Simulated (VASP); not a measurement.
A run of VASP 6.6.1:

The input INCAR:

```
SYSTEM = GeCl2
  PREC = Accurate
  ENCUT = 600
  EDIFF = 1E-6
  ISMEAR = 0
  SIGMA = 0.02
  LREAL = .FALSE.
  LASPH = .TRUE.
  NELM = 100
  ALGO = Fast
  ISIF = 3
  LWAVE = .FALSE.
  LCHARG = .FALSE.
  GGA = PE
  IBRION = 2
  NSW = 100
  EDIFFG = -0.01
```

The input KPOINTS:

```
Automatic mesh
0
G
  6 6 6
  0 0 0
```

File POSCAR:

```
GeCl2
1.0
    0.0000000000      3.3101215342      3.3101215342
    3.3101215342      0.0000000000      3.3101215342
    3.3101215342      3.3101215342      0.0000000000
Ge Cl
1 2
Direct
    0.0000000000      0.0000000000      0.0000000000
    0.7500000000      0.7500000000      0.7500000000
    0.2500000000      0.2500000000      0.2500000000
```

Potentials or basis: VASP PAW PBE potentials, release 64 (Ge_d, Cl).

Command:

```bash
$ cat potpaw_PBE.64/Ge_d/POTCAR potpaw_PBE.64/Cl/POTCAR > POTCAR
$ mpirun -np 1 vasp_std > vasp.out
```

Hardware: 1 thread of Intel(R) Xeon(R) Platinum 8259CL CPU @ 2.50GHz (Skylake/Cascade Lake), on a shared host.

Question: Estimate the wall time of this run.

Answer: Run time: 34 s on 1 thread of Intel(R) Xeon(R) Platinum 8259CL CPU @ 2.50GHz (Skylake/Cascade Lake), with other jobs on the host, peak memory 0.24 GiB. Counts: scf iterations 15, k points 16, ion steps 1.
